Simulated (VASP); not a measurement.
The system is LaLuN2.

```xyz
4
Lattice="3.6600 0.0000 0.0000 0.0000 3.6600 0.0000 0.0000 0.0000 5.1000" Properties=species:S:1:pos:R:3 pbc="T T T"
La    0.0000    0.0000    0.0000
Lu    1.8300    1.8300    2.5500
N     0.0000    0.0000    2.5500
N     1.8300    1.8300    0.0000
```

The cell was built by a generator and needn't be a form met in nature.

- Program: VASP 6.6.1
- Task: relaxation of cell and atoms
- Functional: PBE
- Potentials or basis: VASP PAW PBE potentials, release 64 (La, Lu, N)
- Cutoff: 520 eV
- k mesh: 4 × 4 × 3
- Occupations: gaussian, width 0.15 eV
- Spin: no spin polarisation

At the start: pressure -5.4 GPa; volume 17.08 Å³/atom.

Task: Where does the relaxation end?

Result: Over 15 steps the energy falls by 19.4 meV/atom and the volume is 16.19 Å³/atom (-5.2 %); space group P4/mmm (No. 123, to 0.05 Å).

The path:
```
step  energy change (eV)  largest force (eV/Å)  pressure (GPa)  volume (Å³)
   1              0.0000                0.0000           -5.37        68.32
   2             -0.0181                0.0000            5.01        62.81
   3              0.0304                0.0000            1.37        65.25
   4              0.3454                0.0000           -4.75        65.80
   5             -0.0529                0.0000           -2.08        65.36
   6             -0.0758                0.0000           -1.64        64.66
   7             -0.0590                0.0000            2.53        63.38
   8             -0.0733                0.0000            8.16        64.15
   9             -0.0760                0.0000            2.19        64.56
  10             -0.0772                0.0000            0.76        64.61
  11             -0.0773                0.0000            1.24        64.62
  12             -0.0773                0.0000            1.06        64.64
  13             -0.0748                0.0000           -2.88        65.54
  14             -0.0778                0.0000           -2.30        65.03
  15             -0.0776                0.0000            0.15        64.77
```

Final structure:
```
La Lu N
1.0
     3.58119    0.00000    0.00000
     0.00000    3.58119    0.00000
     0.00000    0.00000    5.05037
La Lu N
1 1 2
Direct
  0.00000 0.00000 0.00000
  0.50000 0.50000 0.50000
  0.00000 0.00000 0.50000
  0.50000 0.50000 0.00000
```

Caveat: the k mesh is coarse (spacing up to 0.43 Å⁻¹), so the values aren't converged.
